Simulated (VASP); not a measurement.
Given:

```
CELL_PARAMETERS angstrom
     -2.64285     2.64285     2.64285
      2.64285    -2.64285     2.64285
      2.64285     2.64285    -2.64285
ATOMIC_POSITIONS crystal
  K  0.00000 0.00000 0.00000
```

Method: PW91 GGA, VASP's PBE PAW potentials (set 64) (plane waves; VASP). Numerical set-up: 520 eV cut-off, 10×10×10 Γ-centred mesh, first-order Methfessel-Paxton smearing of 0.10 eV, potentials K_sv.

Question: Give the energy at these volumes per atom, relative to the lowest: 69.18, 71.39, 73.60, 75.81, 78.01 Å³.

Answer: 3.6, 0.9, 0.0, 0.5, 2.4 meV/atom. A third-order Birch-Murnaghan fit gives B0 = 3.5 GPa and B0′ = 3.7.

Measured: bulk modulus 3.8 GPa at 0 K (computed value off by -5.9 %), as given by H. Levämäki et al., Physical Review B (2014), arXiv:1402.3671 [corrected for temperature and zero-point phonon effects]; a 5.212 Å at 0 K (computed value off by +1.4 %), as given by Gábor I. Csonka et al., Physical Review B (2009), arXiv:0903.4037 [low-temperature or extrapolated to 0 K; zero-point anharmonic expansion removed].

The compound is K in the bcc structure. It was relaxed first.
